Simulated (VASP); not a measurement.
VASP runs on NiS2 (space group P2_1) share one base input (PBEsol GGA, plane waves, VASP's PBE PAW potentials (set 64)) and change the settings named in each case.

### POSCAR
```
NiS2
1
    4.0776600000     0.0000000000     0.0000000000
    0.0000000000     5.2014700000     0.0000000000
   -2.0102860000     0.0000000000     4.8802210000
Ni S
2 4
Direct
  0.7510600000   0.8336000000   0.7494700000
  0.2489400000   0.3336000000   0.2505300000
  0.2674100000   0.9500100000   0.4171200000
  0.7325900000   0.4500100000   0.5828800000
  0.7667000000   0.2164300000   0.9175400000
  0.2333000000   0.7164300000   0.0824600000
```

**KPOINTS**
```
Automatic mesh
0
Gamma
6 5 5
0 0 0
```

### INCAR
```
SYSTEM = NiS2
PREC = Accurate
ENCUT = 300
EDIFF = 1E-6
NELM = 100
ALGO = Normal
LREAL = .FALSE.
LASPH = .TRUE.
ISMEAR = -1
SIGMA = 0.02
GGA = PS
LMAXMIX = 4
LWAVE = .FALSE.
LCHARG = .FALSE.
ISIF = 2
```

POTCAR, in this order: Ni S (PBE.64 set). Program: vasp_std.

```csv
change,E(σ→0) (eV/atom),pressure (GPa),largest force (eV/Å),−TS (eV)
base run,-5.2881,-1.78,0.244,-0.0002
"GGA removed, POTCAR Ni S (LDA.64 set)",-5.6524,-4.81,0.303,-0.0003
KPOINTS 2×2×2 Γ-centred mesh,-5.2457,-0.75,0.566,-0.0007
"LDAU = .TRUE., LDAUJ = 0 0, LDAUL = 2 -1, LDAUTYPE = 2, LDAUU = 6.0 0",-4.2126,?,?,?
```

Question: What belongs in the gaps?

Answer: 
- LDAU = .TRUE., LDAUJ = 0 0, LDAUL = 2 -1, LDAUTYPE = 2, LDAUU = 6.0 0, pressure (GPa): -3.74
- LDAU = .TRUE., LDAUJ = 0 0, LDAUL = 2 -1, LDAUTYPE = 2, LDAUU = 6.0 0, largest force (eV/Å): 0.160
- LDAU = .TRUE., LDAUJ = 0 0, LDAUL = 2 -1, LDAUTYPE = 2, LDAUU = 6.0 0, −TS (eV): 0.0000

Energies of different potentials or functionals have different zeros.  At 300 eV the pressure can carry a Pulay error.

Left out are runs that ran out of time, are held back, or changed the cell or the kind of run, fixed moments of cells without a moment, rows past the twelfth, gaps on odd meshes, pressures of charged cells and columns that move by less than the noise.

The structure comes from a computed database's NiS2 entry; how it stands against other phases isn't given here. The cell was not relaxed at this level, forces remain on its atoms. The run is not spin-polarised, so no magnetic state was tried.
